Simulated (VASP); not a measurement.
```
CELL_PARAMETERS angstrom
      1.66115     0.95907     6.21284
     -1.66115     0.95907     6.21284
      0.00000    -1.91813     6.21284
ATOMIC_POSITIONS crystal
  Ta 0.00000 0.00000 0.00000
  S  0.25083 0.25083 0.25083
  S  0.74917 0.74917 0.74917
```

Method: PBEsol GGA, VASP's PBE PAW potentials (set 64) (plane waves; VASP 6.6.1). Numerical set-up: 400 eV cut-off, 12×12×12 Γ-centred mesh, tetrahedra with Blöchl corrections, potentials Ta_pv S.

Unless said otherwise, spin-orbit coupling is left out, though it shifts the bands of the heavy elements here.

### Question
Estimate the energy per atom (σ→0), band gap (on the k-mesh) with the smallest direct gap where there is one.

### Answer

```json
{
 "band gap (on the k-mesh)": "none (metal, semimetal or under 0.01 eV)",
 "energy per atom (σ→0)": "-8.187 eV/atom"
}
```

Total energies compare only between runs with the same potentials, cut-off and functional.

The structure was generated: TaS2 was put into the CdCl2 type (R-3m), which need not be its known phase. It was relaxed first, which changed the volume by -11 %. The electron count is odd and the run is not spin-polarised, which forces a metal.
